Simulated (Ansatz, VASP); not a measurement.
# Cross-check of Zr (Zirconium) between VASP and Ansatz, part 2 of 2

Aim: how closely do two programs agree when they are given the same cell, functional and k mesh? The cell is taken from a series of runs on this material, whose earlier steps may have relaxed, scaled, displaced or heated it; both programs get it as it stands.

VASP 6.6.1 and Ansatz 0.2.0.

So far: The structure; Ansatz: zone-centre phonons, PBEsol, pair 1; VASP: zone-centre phonons, PBEsol, pair 1.

## (4) Side by side

Known differences besides the potentials themselves: the cutoff is 420 eV in Ansatz and 500 eV in VASP; Ansatz makes its cores anew for this functional, VASP keeps those of its PBE data sets. Total energies have different zeros and are not compared.

The two programs side by side:

```
                  quantity  Ansatz   VASP  difference
optical mode 1 to 2 (cm⁻¹)    62.6   63.0     -0.48 %
     optical mode 3 (cm⁻¹)   159.7  160.2     -0.34 %
```

Modes are paired by rising frequency, not by their patterns, so a pair may set unlike modes beside each other; they are those without the splitting of longitudinal modes.

## (5) VASP: zone-centre phonons, PBEsol, pair 2

Second derivatives magnify differences that forces hide, and they need a tight electronic threshold. The cell compared in this pair holds 45.30 Å³, against 45.19 Å³ for the pair before.

INCAR reads:

```
SYSTEM = Zr
PREC = Accurate
ENCUT = 500
EDIFF = 1E-08
NELM = 120
ISMEAR = 1
SIGMA = 0.2
LREAL = .FALSE.
ALGO = Normal
GGA = PS
NBANDS = 18
LASPH = .TRUE.
LORBIT = 11
LWAVE = .FALSE.
LCHARG = .FALSE.
ISIF = 2
IBRION = 8
GGA_COMPAT = .FALSE.
KPAR = 2
```

POSCAR reads:

```
Zr
1.0
    3.1499249789      0.0000000000      0.0000000000
   -1.5749624894      2.7279150517      0.0000000000
    0.0000000000      0.0000000000      5.2714278746
Zr
2
Direct
    0.3333333300      0.6666666700      0.2500000000
    0.6666666700      0.3333333300      0.7500000000
```

KPOINTS reads:

```
Automatic mesh
0
Gamma
15 15 8
0 0 0
```

The projector-augmented-wave data sets are Zr_sv (PBE family, release 64).

The run is started by

```bash
mpirun -np 2 vasp_std
```

Numbers of over 12 decimals in the logs are rounded to 6 here.

Output:

```text
[banner, memory and clock lines left out]
running    2 mpi-ranks, on    1 nodes
[...]
[... a notice as in an earlier step ...]

 LDA part: xc-table for (Slater+PW92), standard interpolation
 POSCAR, INCAR and KPOINTS ok, starting setup
[...]
entering main loop
       N       E                     dE             d eps       ncg     rms          rms(c)
DAV:   1     0.208307905732E+03    0.20831E+03   -0.13205E+04  4868   0.129E+03
DAV:   2    -0.341483765105E+01   -0.21172E+03   -0.20838E+03  5700   0.375E+02
DAV:   3    -0.185245525466E+02   -0.15110E+02   -0.14986E+02  8814   0.728E+01
DAV:   4    -0.189177245347E+02   -0.39317E+00   -0.39283E+00  5640   0.119E+01
[...]
DAV:  13    -0.181471044576E+02    0.21039E-06   -0.30196E-08  4626   0.141E-03    0.892E-04
DAV:  14    -0.181471044030E+02    0.54616E-07   -0.80991E-09  3006   0.104E-03    0.170E-04
DAV:  15    -0.181471044061E+02   -0.31127E-08   -0.80711E-10  2894   0.259E-04
   1 F= -.18147104E+02 E0= -.18147887E+02  d E =0.234834E-02
[...]
RMM:  37    -0.623241639295E+00    0.43878E-07    0.10591E-07 48799   0.441E-04    0.119E-06
RMM:  38    -0.623241617478E+00    0.21818E-07    0.94531E-08 48783   0.435E-04    0.113E-06
RMM:  39    -0.623241622047E+00   -0.45695E-08    0.92015E-08 43006   0.429E-04    0.210E-06
 first order change of Fermi-energy   0.11648E-04
 force on displaced ion       1 direction 1 :  -0.661  -0.000   0.000
 Linear response progress:
  Degree of freedom:   2/  2
       N       E                     dE             d eps       ncg     rms          rms(c)
RMM:   1    -0.802939043497E+00   -0.80294E+00    0.29450E+00  7545   0.134E+01
RMM:   2    -0.754539504770E+00    0.48400E-01   -0.25995E-01 11197   0.272E+00    0.258E-01
RMM:   3    -0.758065937751E+00   -0.35264E-02   -0.46008E-02 13508   0.967E-01    0.868E-02
RMM:   4    -0.760762506832E+00   -0.26966E-02   -0.58919E-03 15356   0.354E-01    0.310E-02
[...]
RMM:  17    -0.760845416745E+00   -0.88985E-07   -0.65089E-06 16419   0.104E-03    0.642E-05
RMM:  18    -0.760845388257E+00    0.28488E-07   -0.55572E-06 17543   0.910E-04    0.657E-05
RMM:  19    -0.760845321908E+00    0.66349E-07   -0.46366E-06 17431   0.810E-04    0.724E-05
 first order change of Fermi-energy  -0.13013E-03
 force on displaced ion       1 direction 3 :  -0.000   0.000  -4.293
 Linear response finished
```

Parts of OUTCAR (step 5):

```text
  Total        0.0130528      0.0130528     -0.9191197      0.0000000      0.0000000      0.0000000
  in kB        0.4616955      0.4616955    -32.5104783      0.0000000      0.0000000      0.0000000
  external PRESSURE =     -10.5290291 kB  Pullay stress =       0.0000000 kB

 POSITION                                       TOTAL-FORCE (eV/Angst)
 -----------------------------------------------------------------------------------
     -0.00000      1.81861      1.31786         0.000000      0.000000      0.000000
      1.57496      0.90931      3.95357        -0.000000      0.000000      0.000000
 -----------------------------------------------------------------------------------
    total drift:                               -0.000010      0.000006     -0.000000

[... 1 part as in an earlier step ...]

[... 1 further part left out ...]
```

## (6) Ansatz: zone-centre phonons, PBEsol, pair 2

The same cell, functional, mesh and smearing now go to Ansatz, which takes its cutoff from its data sets.

The cell is taken from a series of runs on this material, whose earlier steps may have relaxed, scaled, displaced or heated it; both programs get it as it stands.

input.yaml reads:

```yaml
crystal:
  lattice:
    - [3.1499249789, 0.0, 0.0]
    - [-1.5749624894, 2.7279150517, 0.0]
    - [0.0, 0.0, 5.2714278746]
  atoms:
    - { symbol: Zr, position: [0.33333333, 0.66666667, 0.25] }
    - { symbol: Zr, position: [0.66666667, 0.33333333, 0.75] }
kpoints:
  mp_grid: { grid: [15, 15, 8] }
hamiltonian:
  xc: pbesol
  pseudopotentials: { kind: paw, azcp: { folder: soft_1 }, xc_functional: pbe }
scf:
  occupations: { method: methfessel_paxton, width: 0.2 }
output:
  eigenvalues: true
phonons:
  method: dfpt
```

The run is started by

```bash
ansatz run input.yaml --threads 4 --pin off --max-ram 10240MiB --backend cpu --events-out ev --progress --plain --runs-dir out
```

Output:

```text
[...]
Crystal: 2 atoms, lattice volume = 45.296 Å³
Basis set: ecut = 420 eV, 881 PW (Γ), exchange–correlation on 48×48×72 points (8 copies of the dense FFT grid, shifted against one another)
Bands: 16, of which v1, the nominal top of the filled ones, is band 12 counted from 1 (11 counted from 0)
Symmetry: 24 space group operations
k-points: 320 of 1800 (irreducible under 4 space group operations, time reversal used)
[...]
k-point 2: bands = [... 8 lower, 9.0672, 11.0359, 14.5136, 14.5773, 15.1396, 15.1396, 15.5912, 15.5912, ... 4 higher]
  k-point 319: bands = [... 8 lower, 11.9773, 11.9773, 13.6011, 13.6011, 14.3714, 14.3714, 16.1796, 16.1796, ... 4 higher]
[...]
ASR residual: 2.080e-5 → 0.000e0 eV/Å²; symmetrization residual: 2.099e-10 eV/Å²
  ASR residual per site (eV/Å²): 2.08e-5 2.08e-5
  Γ frequencies (cm⁻¹): 0.00 0.00 0.00 62.52 62.52 159.38
[...]
[key lines of the parts left out:]
SCF converged after 9 iterations
Free energy (F): -8257.301533 eV
Fermi energy:    14.282876 eV
```

## (7) Differences

The two programs side by side:

```csv
quantity,Ansatz,VASP,difference
optical mode 1 to 2 (cm⁻¹),62.5,62.8,-0.39 %
optical mode 3 (cm⁻¹),159.4,160.0,-0.37 %
```

Modes are paired by rising frequency, not by their patterns, so a pair may set unlike modes beside each other; they are those without the splitting of longitudinal modes.

## (8) Outcome

| Property | Result |
| --- | --- |
| r.m.s. difference of the optical zone-centre modes, each program's sorted by frequency (zone-centre phonons, PBEsol, pair 1) | 0.40 cm⁻¹ |
| r.m.s. difference of the optical zone-centre modes, each program's sorted by frequency (zone-centre phonons, PBEsol, pair 2) | 0.40 cm⁻¹ |

In words: The r.m.s. difference of the optical zone-centre modes, each program's sorted by frequency is 0.40 cm⁻¹ (zone-centre phonons, PBEsol, pair 1). Such differences can come from data sets, numerical settings and the points named under the comparisons, not from the functional's error against experiment.

[Lines on the potential files, build, host, timing and source positions are cut from VASP's logs without a mark.]

[Logs are printed without paths, hosts, clocks, repeated set-up lines and the standing remarks that a program may print on its own settings, such as how far it seeks lower states.]

[Hosts, paths, dates, database ids (printed as entryN), source tags and the programs' standing remarks are cut or masked in the printed files.]
